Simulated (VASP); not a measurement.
Input:

```yaml
crystal:
  lattice:
    - [4.68912, 0.00000, 0.00000]
    - [0.00000, 4.68912, 0.00000]
    - [0.00000, 0.00000, 3.09610]
  atoms:
    - { symbol: Mg, position: [0.00000, 0.00000, 0.00000] }
    - { symbol: Mg, position: [0.50000, 0.50000, 0.50000] }
    - { symbol: F, position: [0.30259, 0.30259, 0.00000] }
    - { symbol: F, position: [0.80259, 0.19741, 0.50000] }
    - { symbol: F, position: [0.19741, 0.80259, 0.50000] }
    - { symbol: F, position: [0.69741, 0.69741, 0.00000] }
```

Computed with vdW-DF2, VASP's PBE PAW potentials (set 64) (plane waves; VASP). Run with 520 eV cut-off, Gaussian smearing of 0.050 eV, potentials Mg F.

Give the energies of bands 5 to 18 at the high-symmetry points, in eV from the valence-band maximum.

| band | Γ | X | M | Z | R | A |
|---|---|---|---|---|---|---|
| 5 | -3.87 | -3.15 | -2.95 | -2.85 | -3.03 | -3.58 |
| 6 | -2.36 | -3.15 | -2.95 | -2.85 | -3.03 | -3.58 |
| 7 | -2.00 | -1.69 | -2.01 | -2.33 | -2.79 | -2.87 |
| 8 | -2.00 | -1.69 | -2.01 | -2.33 | -2.79 | -2.87 |
| 9 | -1.82 | -1.51 | -1.25 | -2.11 | -1.97 | -1.39 |
| 10 | -1.76 | -1.51 | -1.25 | -2.11 | -1.97 | -1.39 |
| 11 | -1.16 | -1.32 | -1.21 | -1.39 | -1.30 | -1.36 |
| 12 | -1.16 | -1.32 | -1.21 | -1.39 | -1.30 | -1.36 |
| 13 | -0.70 | -0.94 | -0.93 | -1.08 | -0.70 | -0.57 |
| 14 | -0.32 | -0.94 | -0.93 | -1.08 | -0.70 | -0.57 |
| 15 | -0.32 | -0.35 | -0.73 | -0.80 | -0.63 | -0.46 |
| 16 | 0.00 | -0.35 | -0.73 | -0.80 | -0.63 | -0.46 |
| 17 | 6.80 | 9.15 | 10.75 | 11.47 | 12.46 | 12.85 |
| 18 | 11.99 | 9.15 | 10.75 | 11.47 | 12.46 | 12.85 |

The gap is direct, 6.80 eV, from the valence maximum at Γ to the conduction minimum at Γ.

Measured: gap 12.40 eV (computed value off by -5.60 eV), as given by Andrés Aguado et al., Journal of the Physical Society of Japan (1999), arXiv:cond-mat/9901145.

The compound is MgF2 in the rutile structure. It was relaxed first.
